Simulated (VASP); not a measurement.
Output of a VASP run:

File OUTCAR:
```
 ion  position               nearest neighbor table
   1  0.500  0.500  0.500-   3 1.80   4 1.80   3 1.80   4 1.80   5 1.86   6 1.86
   2  0.000  0.000  0.000-   5 1.80   6 1.80   5 1.80   6 1.80   3 1.86   4 1.86
   3  0.693  0.693  0.000-   1 1.80   1 1.80   2 1.86
   4  0.307  0.307  0.000-   1 1.80   1 1.80   2 1.86
   5  0.807  0.193  0.500-   2 1.80   2 1.80   1 1.86
   6  0.193  0.807  0.500-   2 1.80   2 1.80   1 1.86
  LATTYP: Found a simple tetragonal cell.
 ALAT       =     4.2928580000
 C/A-ratio  =     0.6362819362
 Subroutine PRICEL returns:
 Original cell was already a primitive cell.
 Subroutine GETGRP returns: Found 16 space group operations
The static configuration has the point symmetry D_2h.
 The point group associated with its full space group is D_4h.
The dynamic configuration has the point symmetry D_2h.
 Subroutine INISYM returns: Found 16 space group operations
 Subroutine IBZKPT returns following result:
 Found      9 irreducible k-points:

 Following reciprocal coordinates:
            Coordinates               Weight
  0.000000  0.000000  0.000000      1.000000
  0.333333  0.000000  0.000000      4.000000
  0.333333  0.333333  0.000000      4.000000
  0.000000  0.000000  0.200000      2.000000
  0.333333  0.000000  0.200000      8.000000
  0.333333  0.333333  0.200000      8.000000
  0.000000  0.000000  0.400000      2.000000
  0.333333  0.000000  0.400000      8.000000
  0.333333  0.333333  0.400000      8.000000
   k-points           NKPTS =      9   k-points in BZ     NKDIM =      9   number of bands    NBANDS=     20
   number of dos      NEDOS =    301   number of ions     NIONS =      6
   total plane-waves  NPLWV =  14112
   dimension x,y,z NGX =    28 NGY =   28 NGZ =   18
   dimension x,y,z NGXF=    56 NGYF=   56 NGZF=   36
   ions per type =               2   4
   PREC   = accura    normal or accurate (medium, high low for compatibility)
   ISTART =      0    job   : 0-new  1-cont  2-samecut
   ICHARG =      2    charge: 1-file 2-atom 10-const
   ISPIN  =      1    spin polarized calculation?
   LNONCOLLINEAR =      F non collinear calculations
   LSORBIT =      F    spin-orbit coupling
   INIWAV =      1    electr: 0-lowe 1-rand  2-diag
   ENCUT  =  400.0 eV  29.40 Ry    5.42 a.u.   7.00  7.00  4.45*2*pi/ulx,y,z
   NELM   =    100;   NELMIN=  2; NELMDL= -5     # of ELM steps
   EDIFF  = 0.1E-05   stopping-criterion for ELM
   LREAL  =      F    real-space projection
   NLSPLINE    = F    spline interpolate recip. space projectors
   LMAXMIX     =    2 max onsite mixed and CHGCAR
   VOSKOWN=      0    Vosko Wilk Nusair interpolation
   EDIFFG = 0.1E-04   stopping-criterion for IOM
   NSW    =      0    number of steps for IOM
   NBLOCK =      1;   KBLOCK =      1    inner block; outer block
   IBRION =     -1    ionic relax: 0-MD 1-quasi-New 2-CG
   NFREE  =      0    steps in history (QN), initial steepest desc. (CG)
   ISIF   =      2    stress and relaxation
   ISYM   =      2    0-nonsym 1-usesym 2-fastsym
   TEIN   =    0.0    initial temperature
   TEBEG  =    0.0;   TEEND  =   0.0 temperature during run
   SMASS  =  -3.00    Nose mass-parameter (am)
   PSTRESS=    0.0 pullay stress
   NELECT =      32.0000    total number of electrons
   EFERMI =   0.00;   METHOD = LEGACY
   ISMEAR =     0;   SIGMA  =   0.01  broadening in eV -4-tet -1-fermi 0-gaus
   IALGO  =     38    algorithm
   LDIAG  =      T    sub-space diagonalisation (order eigenvalues)
   IMIX   =      4    mixing-type and parameters
     AMIX     =   0.40;   BMIX     =  1.00
     AMIX_MAG =   1.60;   BMIX_MAG =  1.00
     AMIN     =   0.10
   GGA     = PE    functional components
   VOSKOWN =     0    Vosko Wilk Nusair interpolation
   LHFCALC =     F    Hartree Fock is set to
   LHFONE  =     F    Hartree Fock one center treatment
   AEXX    =    0.0000 exact exchange contribution
   IVDW    =     0    specifies the selected vdW correction
   LEPSILON=     F    determine dielectric tensor
   LRPA    =     F    only Hartree local field effects (RPA)
  energy-cutoff  :      400.00
...
```

**OSZICAR**
```
       N       E                     dE             d eps       ncg     rms          rms(c)
DAV:   1     0.132154231617E+03    0.13215E+03   -0.15646E+04   360   0.124E+03
DAV:   2    -0.447752815732E+02   -0.17693E+03   -0.17087E+03   472   0.290E+02
DAV:   3    -0.506614948707E+02   -0.58862E+01   -0.58619E+01   432   0.558E+01
DAV:   4    -0.507089006968E+02   -0.47406E-01   -0.47373E-01   420   0.575E+00
DAV:   5    -0.507094329148E+02   -0.53222E-03   -0.53216E-03   420   0.576E-01    0.160E+01
DAV:   6    -0.462794333654E+02    0.44300E+01   -0.17764E+01   400   0.289E+01    0.709E+00
DAV:   7    -0.462975015991E+02   -0.18068E-01   -0.45171E-01   408   0.479E+00    0.281E+00
DAV:   8    -0.463079449102E+02   -0.10443E-01   -0.17889E-02   412   0.132E+00    0.107E+00
DAV:   9    -0.463140004246E+02   -0.60555E-02   -0.85363E-03   412   0.958E-01    0.269E-01
DAV:  10    -0.463142506264E+02   -0.25020E-03   -0.11698E-03   424   0.270E-01    0.592E-02
DAV:  11    -0.463141866020E+02    0.64024E-04   -0.26421E-04   412   0.120E-01    0.858E-03
DAV:  12    -0.463141882921E+02   -0.16901E-05   -0.16675E-05   424   0.290E-02    0.607E-03
DAV:  13    -0.463141878703E+02    0.42179E-06   -0.34437E-06   376   0.136E-02
   1 F= -.46314188E+02 E0= -.46314188E+02  d E =-.371653E-15
```

OUTCAR:
```
------------------------ aborting loop because EDIFF is reached ----------------------------------------
  FORCE on cell =-STRESS in cart. coord.  units (eV):
  Direction    XX          YY          ZZ          XY          YZ          ZX
  --------------------------------------------------------------------------------------
  Total       -5.8465216     -5.8465216     -6.5063741     -0.0000000      0.0000000      0.0000000
  in kB     -186.0882625   -186.0882625   -207.0906293     -0.0000000      0.0000000      0.0000000
  external PRESSURE =    -193.0890515 kB  Pullay stress =       0.0000000 kB
  volume of cell :       50.34
      direct lattice vectors                 reciprocal lattice vectors
     4.292858000  0.000000000  0.000000000     0.232945045  0.000000000  0.000000000
     0.000000000  4.292858000  0.000000000     0.000000000  0.232945045  0.000000000
     0.000000000  0.000000000  2.731468000     0.000000000  0.000000000  0.366103502
 POSITION                                       TOTAL-FORCE (eV/Angst)
 -----------------------------------------------------------------------------------
      2.14643      2.14643      1.36573        -0.000000      0.000000      0.000000
      0.00000      0.00000      0.00000        -0.000000      0.000000      0.000000
      2.97564      2.97564      0.00000        -0.207070     -0.207070     -0.000000
      1.31722      1.31722      0.00000         0.207070      0.207070      0.000000
      3.46365      0.82921      1.36573         0.207070     -0.207070     -0.000000
      0.82921      3.46365      1.36573        -0.207070      0.207070      0.000000
 -----------------------------------------------------------------------------------
    total drift:                                0.000000      0.000000      0.000000
  FREE ENERGIE OF THE ION-ELECTRON SYSTEM (eV)
  ---------------------------------------------------
  free  energy   TOTEN  =       -46.3141878703 eV

  energy  without entropy=      -46.3141878703  energy(sigma->0) =      -46.31418787
```
(Selected blocks of OUTCAR.)

**POSCAR**
```
SiO2
1
    4.2928580000     0.0000000000     0.0000000000
    0.0000000000     4.2928580000     0.0000000000
    0.0000000000     0.0000000000     2.7314680000
Si O
2 4
Direct
  0.5000000000   0.5000000000   0.5000000000
  0.0000000000   0.0000000000   0.0000000000
  0.6931600000   0.6931600000   0.0000000000
  0.3068400000   0.3068400000   0.0000000000
  0.8068400000   0.1931600000   0.5000000000
  0.1931600000   0.8068400000   0.5000000000
```

Q: Write an INCAR and KPOINTS that could have produced this output.

A: Several could match; the one computed here: the input of the run itself, PBE GGA, plane waves, VASP's PBE PAW potentials (set 64).

### INCAR
```
# general
SYSTEM  =  SiO2
PREC    =  Accurate
ENCUT   =  400
LREAL   =  F
LASPH   =  T   # aspherical one-centre terms

# electronic loop
EDIFF   =  1E-6   # SCF stop (eV)
NELM    =  100   # most electronic steps
ALGO    =  Normal

# smearing
ISMEAR  =  0   # Gaussian
SIGMA   =  0.01   # width (eV)

# functional
GGA     =  PE   # PBE

# ions
ISIF    =  2   # forces and stress, cell fixed

# output
LWAVE   =  F
LCHARG  =  F
```

### KPOINTS
```
Automatic mesh
0
Gamma
3 3 5
0 0 0
```

POTCAR, in this order: Si O (PBE.64 set). Program: vasp_std.

At this cut-off the stress carries a Pulay error, which pulls relaxed volumes low.

The structure comes from a computed database's SiO2 entry; how it stands against other phases isn't given here. The cell was not relaxed at this level. The k-mesh is coarse (spacing up to 0.49 per Å, 2π included), so the numbers may not be converged in it. The run is one of a series of settings (KPOINTS 3×3×5 Γ-centred mesh against the base run), some of them coarse on purpose.
